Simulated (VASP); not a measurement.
Input:

```yaml
crystal:
  lattice:
    - [0.00000, 2.85860, 2.85860]
    - [2.85860, 0.00000, 2.85860]
    - [2.85860, 2.85860, 0.00000]
  atoms:
    - { symbol: Ca, position: [0.00000, 0.00000, 0.00000] }
    - { symbol: S, position: [0.50000, 0.50000, 0.50000] }
```

Level of theory: PBE GGA, VASP's PBE PAW potentials (set 64) (plane waves; VASP 6.6.1). Numerical set-up: 400 eV cut-off, 7×7×7 Γ-centred mesh, Gaussian smearing of 0.050 eV, potentials Ca_sv S.

Task: Predict the energy per atom (σ→0).

Result: 
```yaml
energy per atom (σ→0): -5.182 eV/atom
```

Total energies compare only between runs with the same potentials, cut-off and functional.

The compound is CaS in the rock salt structure. It was relaxed first. The start is the result of an earlier pass.
